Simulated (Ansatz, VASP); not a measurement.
# Cross-check of AgF between VASP and Ansatz, part 2 of 2

Wanted: the spread between two codes on one cell, functional and k mesh. The cell is generated by rule, not measured, and may not be a known phase. The cell is taken from a series of runs on this material, whose earlier steps may have relaxed or scaled it; both programs get it as it stands.

VASP 6.6.1 and Ansatz 0.2.0.

So far: Starting point; Ansatz: zone-centre phonons, LDA; VASP: zone-centre phonons, LDA.

## Step 3: VASP: zone-centre phonons, LDA (continued)

Level of this step: LDA; plane waves and PAW (Ag, F); invented cell (VASP).

Numbers of over 12 decimals in the logs are rounded to 6 here.

OUTCAR, selected parts (step 3):

```text
ion  position               nearest neighbor table
   1  0.000  0.000  0.000-   2 2.51   2 2.51   2 2.51   2 2.51   2 2.51   2 2.51   2 2.51   2 2.51

  LATTYP: Found a simple cubic cell.
 ALAT       =     2.9018678117

 Subroutine GETGRP returns: Found 48 space group operations
 (whereof 48 operations were pure point group operations)

The static configuration has the point symmetry O_h .

 Found     84 irreducible k-points:

   k-points           NKPTS =     84   k-points in BZ     NKDIM =     84   number of bands    NBANDS=     15

   dimension x,y,z NGX =    24 NGY =   24 NGZ =   24
   dimension x,y,z NGXF=    48 NGYF=   48 NGZF=   48

   ENCUT  =  520.0 eV  38.22 Ry    6.18 a.u.   5.40  5.40  5.40*2*pi/ulx,y,z

   NELECT =      18.0000    total number of electrons

 k-points in reciprocal lattice and weights: Automatic mesh
   0.00000000  0.00000000  0.00000000       0.001
   0.08333333  0.00000000  0.00000000       0.003
   0.16666667  0.00000000  0.00000000       0.003
   0.25000000  0.00000000  0.00000000       0.003
   0.33333333  0.00000000  0.00000000       0.003
   0.41666667  0.00000000  0.00000000       0.003
   0.50000000  0.00000000  0.00000000       0.002
   0.08333333  0.08333333  0.00000000       0.007
   0.16666667  0.08333333  0.00000000       0.014
[...]
0.50000000  0.50000000  0.41666667       0.003
   0.50000000  0.50000000  0.50000000       0.001

 average (electrostatic) potential at core
       1 -71.9032       2 -73.3944

  Total       -0.0155355     -0.0155355     -0.0155355     -0.0000000      0.0000000     -0.0000000
  in kB       -1.0185975     -1.0185975     -1.0185975     -0.0000000      0.0000000     -0.0000000
  external PRESSURE =      -1.0185975 kB  Pullay stress =       0.0000000 kB

  energy-cutoff  :      520.00
  volume of cell :       24.44
      direct lattice vectors                 reciprocal lattice vectors
     2.901867812  0.000000000  0.000000000     0.344605635  0.000000000  0.000000000
     0.000000000  2.901867812  0.000000000     0.000000000  0.344605635  0.000000000
     0.000000000  0.000000000  2.901867812     0.000000000  0.000000000  0.344605635

 POSITION                                       TOTAL-FORCE (eV/Angst)
 -----------------------------------------------------------------------------------
      0.00000      0.00000      0.00000         0.000000      0.000000      0.000000
      1.45093      1.45093      1.45093         0.000000      0.000000      0.000000
 -----------------------------------------------------------------------------------
    total drift:                                0.000000      0.000000     -0.000000

 Eigenvectors and eigenvalues of the dynamical matrix
 ----------------------------------------------------

   1 f  =    5.127860 THz    32.219295 2PiTHz  171.047001 cm-1    21.207116 meV
             X         Y         Z           dx          dy          dz
      0.000000  0.000000  0.000000    -0.000000    0.000000   -0.390948
      1.450934  1.450934  1.450934     0.000000    0.000000    0.920413

   2 f  =    5.127860 THz    32.219295 2PiTHz  171.047001 cm-1    21.207116 meV
             X         Y         Z           dx          dy          dz
      0.000000  0.000000  0.000000    -0.000000   -0.390948   -0.000000
      1.450934  1.450934  1.450934    -0.000000    0.920413    0.000000

   3 f  =    5.127860 THz    32.219295 2PiTHz  171.047001 cm-1    21.207116 meV
             X         Y         Z           dx          dy          dz
      0.000000  0.000000  0.000000     0.390948   -0.000000   -0.000000
      1.450934  1.450934  1.450934    -0.920413    0.000000    0.000000

   4 f/i=    0.022125 THz     0.139014 2PiTHz    0.738004 cm-1     0.091501 meV
             X         Y         Z           dx          dy          dz
      0.000000  0.000000  0.000000    -0.293790    0.872265    0.000000
      1.450934  1.450934  1.450934    -0.124788    0.370498    0.000000

   5 f/i=    0.022125 THz     0.139014 2PiTHz    0.738004 cm-1     0.091501 meV
             X         Y         Z           dx          dy          dz
      0.000000  0.000000  0.000000    -0.000000    0.000000   -0.920413
      1.450934  1.450934  1.450934     0.000000    0.000000   -0.390948

   6 f/i=    0.022125 THz     0.139014 2PiTHz    0.738004 cm-1     0.091501 meV
             X         Y         Z           dx          dy          dz
      0.000000  0.000000  0.000000     0.872265    0.293790    0.000000
      1.450934  1.450934  1.450934     0.370498    0.124788    0.000000

 ELASTIC MODULI CONTR FROM IONIC RELAXATION (kBar)
 Direction    XX          YY          ZZ          XY          YZ          ZX
 --------------------------------------------------------------------------------
 XX           0.0000      0.0000      0.0000      0.0000      0.0000      0.0000
 YY           0.0000      0.0000      0.0000      0.0000      0.0000      0.0000
 ZZ           0.0000      0.0000      0.0000      0.0000      0.0000      0.0000
 XY           0.0000      0.0000      0.0000      0.0000      0.0000      0.0000
 YZ           0.0000      0.0000      0.0000      0.0000      0.0000      0.0000
 ZX           0.0000      0.0000      0.0000      0.0000      0.0000      0.0000
 --------------------------------------------------------------------------------
```

Energies printed during the response cycles are not total energies of the cell.

## Step 4: Comparison

Known differences besides the PAW data sets themselves: the two LDA forms differ slightly; the data sets hold 26 valence electrons in Ansatz (default PAW (the set named soft_2) files) and 18 in VASP; the cutoff is 420 eV in Ansatz and 520 eV in VASP; Ansatz makes its cores anew for this functional, VASP keeps those of its LDA data sets. Total energies have different zeros and are not compared.

The two programs side by side:

```tsv
quantity	Ansatz	VASP	difference
mode 4 to 6 (cm⁻¹)	169.2	171.0	-1.10 %
```

## Step 5: VASP: single point, LDA

With cell and atoms fixed, the geometry can't cause a difference; cores, projectors, grids and the points listed under the comparison can. The cell compared in this pair holds 26.42 Å³, against 24.44 Å³ for the pair before.

INCAR

```
SYSTEM = AgF
PREC = Accurate
ENCUT = 520
EDIFF = 1E-06
NELM = 100
ISMEAR = 0
SIGMA = 0.1
LREAL = .FALSE.
ALGO = Normal
GGA = CA
NBANDS = 15
LORBIT = 11
LWAVE = .FALSE.
LCHARG = .FALSE.
KPAR = 2
ISIF = 2
```

POSCAR

```
AgF
1.0
    2.9782000000      0.0000000000      0.0000000000
    0.0000000000      2.9782000000      0.0000000000
    0.0000000000      0.0000000000      2.9782000000
Ag F
1 1
Direct
    0.0000000000      0.0000000000      0.0000000000
    0.5000000000      0.5000000000      0.5000000000
```

KPOINTS

```
Automatic mesh
0
Gamma
6 6 6
0 0 0
```

Potentials, in the order of the species: Ag and F (LDA family, release 64).

Command:

```sh
mpirun -np 2 vasp_std
```

The log of the run:

```text
[... set-up lines as in an earlier step ...]
 entering main loop
       N       E                     dE             d eps       ncg     rms          rms(c)
DAV:   1     0.956358053193E+02    0.95636E+02   -0.98047E+03   608   0.116E+03
DAV:   2    -0.618543371456E+01   -0.10182E+03   -0.93358E+02   698   0.263E+02
DAV:   3    -0.863043358721E+01   -0.24450E+01   -0.24392E+01   733   0.432E+01
DAV:   4    -0.863881485009E+01   -0.83813E-02   -0.83811E-02   698   0.267E+00
[...]
DAV:  10    -0.778246348510E+01   -0.14823E-04   -0.24396E-04   642   0.146E-01    0.421E-02
DAV:  11    -0.778245380949E+01    0.96756E-05   -0.33269E-05   684   0.731E-02    0.647E-03
DAV:  12    -0.778245352560E+01    0.28389E-06   -0.17429E-06   524   0.174E-02
   1 F= -.77824535E+01 E0= -.77818676E+01  d E =-.117179E-02
```

Parts of OUTCAR (step 5):

```text
  Total       -1.2672113     -1.2672113     -1.2672113     -0.0000000     -0.0000000     -0.0000000
  in kB      -76.8595885    -76.8595885    -76.8595885     -0.0000000     -0.0000000     -0.0000000
  external PRESSURE =     -76.8595885 kB  Pullay stress =       0.0000000 kB

 POSITION                                       TOTAL-FORCE (eV/Angst)
 -----------------------------------------------------------------------------------
      0.00000      0.00000      0.00000         0.000000      0.000000      0.000000
      1.48910      1.48910      1.48910         0.000000      0.000000      0.000000
 -----------------------------------------------------------------------------------
    total drift:                                0.000000      0.000000     -0.000000

  FREE ENERGIE OF THE ION-ELECTRON SYSTEM (eV)
  ---------------------------------------------------
  free  energy   TOTEN  =        -7.7824535256 eV

  energy  without entropy=       -7.7812817365  energy(sigma->0) =       -7.78186763

[... 3 further parts left out ...]
[key lines of the parts left out:]
E-fermi :   3.7195
```

The run ends at a pressure of -7.69 GPa.

## Step 6: Ansatz: single point, LDA

The same cell, functional (in two slightly different forms), mesh and smearing now go to Ansatz, which takes its cutoff from its data sets.

The cell is taken from a series of runs on this material, whose earlier steps may have relaxed or scaled it; both programs get it as it stands.

input.yaml

```yaml
crystal:
  lattice:
    - [2.9782, 0.0, 0.0]
    - [0.0, 2.9782, 0.0]
    - [0.0, 0.0, 2.9782]
  atoms:
    - { symbol: Ag, position: [0.0, 0.0, 0.0] }
    - { symbol: F, position: [0.5, 0.5, 0.5] }
kpoints:
  mp_grid: { grid: [6, 6, 6] }
hamiltonian:
  xc: lda
scf:
  occupations: { method: gaussian, width: 0.1 }
output:
  forces: true
  stress: true
  eigenvalues: true
```

Command:

```sh
ansatz run input.yaml --threads 4 --pin off --max-ram 7168MiB --backend cpu --events-out ev --progress --plain --runs-dir out
```

The log of the run:

```text
[...]
Crystal: 2 atoms, lattice volume = 26.416 Å³
Basis set: ecut = 420 eV, 485 PW (Γ)
Bands: 17, of which v1, the nominal top of the filled ones, is band 13 counted from 1 (12 counted from 0)
Symmetry: 48 space group operations
[...]
k-points: 20 of 216
[...]
--- Band table (eV; the first three rows and the last of 20) ---
  k-point 0: bands = [... 9 lower, 7.6213, 9.4979, 9.4979, 9.4979, 9.5013, 26.8897, 26.8897, 26.9216]
  k-point 1: bands = [... 9 lower, 8.1243, 9.5156, 9.6654, 9.6654, 10.6891, 23.2008, 26.6988, 27.0077]
  k-point 2: bands = [... 9 lower, 9.0856, 9.5512, 9.9413, 9.9413, 12.7517, 19.2344, 26.2710, 27.0241]
  k-point 19: bands = [... 9 lower, 10.0667, 10.2970, 10.2970, 10.2970, 18.3834, 18.3834, 18.3834, 22.6035]
[key lines of the parts left out:]
SCF converged after 6 iterations
Free energy (F): -8250.724170 eV
Fermi energy:    10.361859 eV
P = ⅓ Tr σ = -7.5170 GPa (-75.170 kbar)
```

The run ends at a pressure of -7.52 GPa.

## Step 7: Side by side

Compared:

```tsv
quantity	Ansatz	VASP	difference
pressure (GPa)	-7.52	-7.69	+0.17
```

## Step 8: Results

| Property | Result |
| --- | --- |
| difference in mode 4 to 6 (zone-centre phonons, LDA) | -1.1 % |
| difference in pressure (single point, LDA) | 0.17 GPa |

What this shows: The difference in mode 4 to 6 is -1.1 % (zone-centre phonons, LDA), within the 3 % picked in this series as the mark of a large difference. Differences of this kind measure data sets and numerical settings, not the functional's error against experiment.

[Lines on the potential files, build, host, timing and source positions are cut from VASP's logs without a mark.]

[Logs are printed without paths, hosts, clocks, repeated set-up lines and the standing remarks that a program may print on its own settings, such as how far it seeks lower states.]

[Hosts, paths, dates, database ids (printed as entryN), source tags and the programs' standing remarks are cut or masked in the printed files.]
